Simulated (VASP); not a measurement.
Input for VASP

INCAR:
```
SYSTEM = ZnS
PREC = Accurate
ENCUT = 480
EDIFF = 1E-7
NELM = 100
ALGO = Normal
LREAL = .FALSE.
LASPH = .TRUE.
ISMEAR = 0
SIGMA = 0.05
GGA = PS
LMAXMIX = 4
LWAVE = .FALSE.
LCHARG = .FALSE.
ISIF = 2
IBRION = 2
NSW = 30
EDIFFG = -0.01
```

POSCAR:
```
ZnS
1
    0.0000000000     2.6776703000     2.5973401910
    2.6776703000     0.0000000000     2.5973401910
    2.6776703000     2.6776703000     0.0000000000
Zn S
1 1
Direct
  0.0000000000   0.0000000000   0.0000000000
  0.2500000000   0.2500000000   0.2500000000
```

### KPOINTS
```
Automatic mesh
0
Gamma
8 8 8
0 0 0
```

POTCAR, in this order: Zn S (PBE.64 set). Program: vasp_std.

Translate this PBEsol calculation to Quantum ESPRESSO's pw.x.

One equivalent input (not run):
```
&CONTROL
  calculation = 'relax'
  pseudo_dir = './pseudo'
  outdir = './out'
  tprnfor = .true.
  tstress = .true.
  nstep = 30
  forc_conv_thr = 0.00039
/
&SYSTEM
  ibrav = 0
  nat = 2
  ntyp = 2
  ecutwfc = 84
  occupations = 'smearing'
  smearing = 'gaussian'
  degauss = 0.003675
  input_dft = 'pbesol'
/
&ELECTRONS
  conv_thr = 7.3e-09
  electron_maxstep = 100
/
&IONS
/
ATOMIC_SPECIES
  Zn 65.380 Zn.upf
  S 32.060 S.upf
CELL_PARAMETERS angstrom
     0.0000000    2.6776703    2.5973402
     2.6776703    0.0000000    2.5973402
     2.6776703    2.6776703    0.0000000
ATOMIC_POSITIONS crystal
  Zn   0.0000000  0.0000000  0.0000000
  S    0.2500000  0.2500000  0.2500000
K_POINTS automatic
  8 8 8 0 0 0
```
The two are equivalent in intent, not identical: the potentials are each code's own (VASP's PAW set, PseudoDojo norm-conserving files in pw.x), so ENCUT and ecutwfc are chosen apart and not converted; conv_thr bounds pw.x's estimated SCF error, while EDIFF bounds the energy change between steps; forc_conv_thr acts on force components and is met together with etot_conv_thr.

The compound is ZnS in the zinc blende structure. This cell was strained or had an atom moved on purpose.
